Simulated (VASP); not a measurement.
All values below come from optB88-vdW, VASP's PBE PAW potentials (set 64) (plane waves; VASP).

A VASP calculation is set up with these files.

### INCAR
```
SYSTEM = MoS2
PREC = Accurate; ENCUT = 520; LREAL = .FALSE.
LASPH = .TRUE.
EDIFF = 1E-6; NELM = 100; ALGO = Normal
LMAXMIX = 4
ISMEAR = 0; SIGMA = 0.05
GGA = BO; LUSE_VDW = .TRUE.; AGGAC = 0.0
PARAM1 = 0.1833333333; PARAM2 = 0.22
IBRION = 2; NSW = 60; ISIF = 3
EDIFFG = -0.02
LWAVE = .FALSE.; LCHARG = .FALSE.
```

### KPOINTS
```
kpoints
0
gamma
7 7 2
```

### POSCAR
```
MoS2
1
    1.5722346151    -2.7231899629    -0.0000000000
    1.5722346151     2.7231899629    -0.0000000000
   -0.0000000000     0.0000000000    12.2507151946
Mo S
2 4
Direct
  0.3333330000   0.6666670000   0.2500000000
  0.6666670000   0.3333330000   0.7500000000
  0.3333330000   0.6666670000   0.8771619694
  0.6666670000   0.3333330000   0.3771619694
  0.6666670000   0.3333330000   0.1228380306
  0.3333330000   0.6666670000   0.6228380306
```

POTCAR, in this order: Mo_sv S (PBE.64 set). Program: vasp_std.

What VASP printed:

File OUTCAR:
```
 ion  position               nearest neighbor table
   1  0.333  0.667  0.250-   4 2.39   5 2.39   4 2.39   5 2.39   4 2.39   5 2.39
   2  0.667  0.333  0.750-   3 2.39   6 2.39   3 2.39   6 2.39   3 2.39   6 2.39
   3  0.333  0.667  0.877-   2 2.39   2 2.39   2 2.39
   4  0.667  0.333  0.377-   1 2.39   1 2.39   1 2.39
   5  0.667  0.333  0.123-   1 2.39   1 2.39   1 2.39
   6  0.333  0.667  0.623-   2 2.39   2 2.39   2 2.39
  LATTYP: Found a hexagonal cell.
 ALAT       =     3.1444689948
 C/A-ratio  =     3.8959567466
 Subroutine PRICEL returns:
 Original cell was already a primitive cell.
 Subroutine GETGRP returns: Found 24 space group operations
The static configuration has the point symmetry D_3d.
 The point group associated with its full space group is D_6h.
The dynamic configuration has the point symmetry D_3d.
 Subroutine INISYM returns: Found 24 space group operations
 Subroutine IBZKPT returns following result:
 Found     16 irreducible k-points:

 Following reciprocal coordinates:
            Coordinates               Weight
  0.000000  0.000000  0.000000      1.000000
  0.142857 -0.000000  0.000000      6.000000
  0.285714 -0.000000  0.000000      6.000000
...
```

OSZICAR:
```
       N       E                     dE             d eps       ncg     rms          rms(c)
DAV:   1     0.468566773256E+03    0.46857E+03   -0.29952E+04  1112   0.160E+03
DAV:   2    -0.861904319911E+01   -0.47719E+03   -0.46647E+03  1219   0.401E+02
DAV:   3    -0.336240108845E+02   -0.25005E+02   -0.24854E+02  1307   0.802E+01
DAV:   4    -0.341031919890E+02   -0.47918E+00   -0.47811E+00  1191   0.113E+01
DAV:   5    -0.341169599946E+02   -0.13768E-01   -0.13762E-01  1332   0.177E+00    0.343E+01
DAV:   6    -0.319982692758E+02    0.21187E+01   -0.23154E+01  1123   0.251E+01    0.135E+01
DAV:   7    -0.315733088528E+02    0.42496E+00   -0.10402E+01  1158   0.164E+01    0.858E+00
DAV:   8    -0.312467038454E+02    0.32661E+00   -0.15436E+00  1336   0.680E+00    0.298E+00
DAV:   9    -0.312594657067E+02   -0.12762E-01   -0.14236E-01  1334   0.187E+00    0.143E+00
DAV:  10    -0.312507120099E+02    0.87537E-02   -0.71264E-02  1208   0.146E+00    0.367E-01
DAV:  11    -0.312506530617E+02    0.58948E-04   -0.26247E-03  1198   0.295E-01    0.231E-01
DAV:  12    -0.312504761119E+02    0.17695E-03   -0.74934E-04  1209   0.142E-01    0.958E-02
DAV:  13    -0.312504629127E+02    0.13199E-04   -0.13558E-04  1278   0.593E-02    0.171E-02
DAV:  14    -0.312504639116E+02   -0.99890E-06   -0.65075E-06  1046   0.132E-02
   1 F= -.31250464E+02 E0= -.31250464E+02  d E =-.312505E+02
       N       E                     dE             d eps       ncg     rms          rms(c)
DAV:   1    -0.356745847774E+02   -0.44241E+01   -0.11126E+02  1006   0.839E+01    0.177E+01
DAV:   2    -0.332176870421E+02    0.24569E+01   -0.43126E+01  1117   0.389E+01    0.936E+00
DAV:   3    -0.311960076088E+02    0.20217E+01   -0.10637E+01  1158   0.138E+01    0.507E+00
DAV:   4    -0.311155122464E+02    0.80495E-01   -0.74189E-01  1028   0.473E+00    0.203E+00
DAV:   5    -0.310837877949E+02    0.31724E-01   -0.21193E-01  1182   0.283E+00    0.614E-01
DAV:   6    -0.310851736527E+02   -0.13859E-02   -0.12292E-02  1146   0.659E-01    0.489E-01
DAV:   7    -0.310856129742E+02   -0.43932E-03   -0.13486E-03  1281   0.181E-01    0.216E-01
DAV:   8    -0.310855509530E+02    0.62021E-04   -0.46699E-04  1319   0.105E-01    0.125E-01
DAV:   9    -0.310855534119E+02   -0.24589E-05   -0.48302E-05  1167   0.321E-02    0.402E-02
DAV:  10    -0.310855526460E+02    0.76588E-06   -0.36539E-06  1050   0.810E-03
   2 F= -.31085553E+02 E0= -.31085553E+02  d E =0.164911E+00
       N       E                     dE             d eps       ncg     rms          rms(c)
DAV:   1    -0.330915615731E+02   -0.20060E+01   -0.46195E+01  1013   0.531E+01    0.160E+01
DAV:   2    -0.316742201013E+02    0.14173E+01   -0.85216E+00  1118   0.193E+01    0.423E+00
DAV:   3    -0.313968207380E+02    0.27740E+00   -0.21750E+00  1144   0.629E+00    0.253E+00
DAV:   4    -0.313220802208E+02    0.74741E-01   -0.35654E-01  1106   0.369E+00    0.103E+00
DAV:   5    -0.313219582632E+02    0.12196E-03   -0.66903E-02  1304   0.148E+00    0.118E+00
DAV:   6    -0.313197643755E+02    0.21939E-02   -0.19299E-02  1169   0.639E-01    0.383E-01
DAV:   7    -0.313198309533E+02   -0.66578E-04   -0.41470E-03  1161   0.407E-01    0.858E-02
DAV:   8    -0.313197710811E+02    0.59872E-04   -0.14016E-04  1245   0.782E-02    0.773E-02
DAV:   9    -0.313197441123E+02    0.26969E-04   -0.12192E-04  1153   0.607E-02    0.102E-02
DAV:  10    -0.313197434656E+02    0.64671E-06   -0.75110E-06  1129   0.147E-02
   3 F= -.31319743E+02 E0= -.31319743E+02  d E =-.692796E-01
       N       E                     dE             d eps       ncg     rms          rms(c)
DAV:   1    -0.313199886435E+02   -0.24453E-03   -0.53344E-03  1055   0.579E-01    0.169E-01
DAV:   2    -0.313198278896E+02    0.16075E-03   -0.13048E-03  1160   0.232E-01    0.559E-02
DAV:   3    -0.313197826461E+02    0.45244E-04   -0.37325E-04  1151   0.839E-02    0.310E-02
DAV:   4    -0.313197732075E+02    0.94387E-05   -0.48049E-05  1103   0.435E-02    0.818E-03
DAV:   5    -0.313197740556E+02   -0.84812E-06   -0.91174E-06  1140   0.159E-02
   4 F= -.31319774E+02 E0= -.31319774E+02  d E =-.693101E-01
       N       E                     dE             d eps       ncg     rms          rms(c)
DAV:   1    -0.313531615381E+02   -0.33388E-01   -0.11457E+00   992   0.762E+00    0.127E+00
DAV:   2    -0.313300221230E+02    0.23139E-01   -0.75674E-02  1104   0.168E+00    0.430E-01
DAV:   3    -0.313260837529E+02    0.39384E-02   -0.11152E-02  1192   0.613E-01    0.271E-01
DAV:   4    -0.313255586992E+02    0.52505E-03   -0.95119E-04  1199   0.178E-01    0.125E-01
DAV:   5    -0.313254709411E+02    0.87758E-04   -0.42534E-04  1195   0.108E-01    0.614E-02
DAV:   6    -0.313254702972E+02    0.64397E-06   -0.21239E-05  1187   0.232E-02    0.348E-02
DAV:   7    -0.313254694852E+02    0.81201E-06   -0.70661E-06  1026   0.146E-02
   5 F= -.31325469E+02 E0= -.31325469E+02  d E =-.569543E-02
       N       E                     dE             d eps       ncg     rms          rms(c)
DAV:   1    -0.313254746234E+02   -0.43263E-05   -0.23765E-04  1055   0.109E-01    0.181E-02
DAV:   2    -0.313254699573E+02    0.46662E-05   -0.17001E-05  1160   0.250E-02    0.733E-03
DAV:   3    -0.313254691035E+02    0.85378E-06   -0.20126E-06   774   0.853E-03
   6 F= -.31325469E+02 E0= -.31325469E+02  d E =-.569505E-02
       N       E                     dE             d eps       ncg     rms          rms(c)
DAV:   1    -0.313270195969E+02   -0.15496E-02   -0.49211E-02   999   0.142E+00    0.272E-01
DAV:   2    -0.313262215855E+02    0.79801E-03   -0.89957E-03  1157   0.576E-01    0.192E-01
DAV:   3    -0.313259396008E+02    0.28198E-03   -0.10805E-03  1101   0.161E-01    0.544E-02
DAV:   4    -0.313258985370E+02    0.41064E-04   -0.26298E-04  1087   0.802E-02    0.327E-02
DAV:   5    -0.313258982579E+02    0.27913E-06   -0.10864E-05  1192   0.205E-02    0.219E-02
DAV:   6    -0.313258965880E+02    0.16699E-05   -0.46868E-06  1068   0.117E-02    0.574E-03
DAV:   7    -0.313258959147E+02    0.67321E-06   -0.16044E-06   643   0.705E-03
   7 F= -.31325896E+02 E0= -.31325896E+02  d E =-.426811E-03
       N       E                     dE             d eps       ncg     rms          rms(c)
DAV:   1    -0.313370069077E+02   -0.11110E-01   -0.44160E-01   999   0.425E+00    0.822E-01
DAV:   2    -0.313298459673E+02    0.71609E-02   -0.81727E-02  1150   0.174E+00    0.575E-01
DAV:   3    -0.313272503915E+02    0.25956E-02   -0.10022E-02  1072   0.489E-01    0.162E-01
DAV:   4    -0.313268804675E+02    0.36992E-03   -0.24288E-03  1066   0.244E-01    0.996E-02
DAV:   5    -0.313268876349E+02   -0.71674E-05   -0.95508E-05  1375   0.594E-02    0.662E-02
DAV:   6    -0.313268809517E+02    0.66832E-05   -0.41010E-05  1253   0.337E-02    0.180E-02
DAV:   7    -0.313268778232E+02    0.31285E-05   -0.14061E-05  1103   0.192E-02    0.511E-03
DAV:   8    -0.313268778809E+02   -0.57766E-07   -0.82804E-07   706   0.533E-03
   8 F= -.31326878E+02 E0= -.31326878E+02  d E =-.140878E-02
       N       E                     dE             d eps       ncg     rms          rms(c)
DAV:   1    -0.313678874796E+02   -0.41010E-01   -0.17573E+00   999   0.848E+00    0.165E+00
DAV:   2    -0.313395586245E+02    0.28329E-01   -0.32815E-01  1143   0.349E+00    0.116E+00
DAV:   3    -0.313290850146E+02    0.10474E-01   -0.39839E-02  1080   0.980E-01    0.333E-01
DAV:   4    -0.313275730470E+02    0.15120E-02   -0.10076E-02  1052   0.489E-01    0.196E-01
DAV:   5    -0.313276089120E+02   -0.35865E-04   -0.38433E-04  1367   0.118E-01    0.132E-01
DAV:   6    -0.313275914862E+02    0.17426E-04   -0.15171E-04  1238   0.660E-02    0.401E-02
DAV:   7    -0.313275823922E+02    0.90939E-05   -0.55191E-05  1176   0.375E-02    0.114E-02
DAV:   8    -0.313275824682E+02   -0.75934E-07   -0.39319E-06  1053   0.907E-03
   9 F= -.31327582E+02 E0= -.31327582E+02  d E =-.211336E-02
```

OUTCAR:
```
------------------------ aborting loop because EDIFF is reached ----------------------------------------
  FORCE on cell =-STRESS in cart. coord.  units (eV):
  Direction    XX          YY          ZZ          XY          YZ          ZX
  --------------------------------------------------------------------------------------
  Total       -0.0597871     -0.0597871     -0.0633697      0.0000000      0.0000000     -0.0000000
  in kB       -0.8700478     -0.8700476     -0.9221836      0.0000000      0.0000000     -0.0000000
  external PRESSURE =      -0.8874263 kB  Pullay stress =       0.0000000 kB
  volume of cell :      110.10
      direct lattice vectors                 reciprocal lattice vectors
     1.596713607 -2.765588808  0.000000000     0.313143195 -0.180793326 -0.000000000
     1.596713607  2.765588808 -0.000000000     0.313143195  0.180793326 -0.000000000
     0.000000000  0.000000000 12.466088138     0.000000000  0.000000000  0.080217626
 POSITION                                       TOTAL-FORCE (eV/Angst)
 -----------------------------------------------------------------------------------
      1.59671      0.92186      3.11652        -0.000000     -0.000000     -0.000000
      1.59671     -0.92186      9.34957         0.000000      0.000000     -0.000000
      1.59671      0.92186     10.91936         0.000000      0.000000     -0.008095
      1.59671     -0.92186      4.68632        -0.000000     -0.000000     -0.008095
      1.59671     -0.92186      1.54673        -0.000000     -0.000000      0.008095
      1.59671      0.92186      7.77977         0.000000      0.000000      0.008095
 -----------------------------------------------------------------------------------
    total drift:                                0.000000      0.001632     -0.000028
  FREE ENERGIE OF THE ION-ELECTRON SYSTEM (eV)
  ---------------------------------------------------
  free  energy   TOTEN  =       -31.3275824682 eV

  energy  without entropy=      -31.3275824682  energy(sigma->0) =      -31.32758247

 reached required accuracy - stopping structural energy minimisation
```
(Selected blocks of OUTCAR.)

File CONTCAR:
```
MoS2
   1.00000000000000
     1.5967136071414676   -2.7655888080796420    0.0000000000000000
     1.5967136071414676    2.7655888080796420   -0.0000000000000000
     0.0000000000000000    0.0000000000000000   12.4660881376532071
  Mo              S
     2     4
Direct
     0.3333330000000032    0.6666669999999968    0.2500000000000000
     0.6666669999999968    0.3333330000000032    0.7500000000000000
     0.3333330000000032    0.6666669999999968    0.8759251023099971
     0.6666669999999968    0.3333330000000032    0.3759251023099973
     0.6666669999999968    0.3333330000000032    0.1240748976900028
     0.3333330000000032    0.6666669999999968    0.6240748976900029
```

Energy and stress use the plane-wave basis of the starting cell.

The compound is MoS2 in the 2H layered structure. This run relaxes it. Symmetry was kept, so distortions that lower it aren't found.
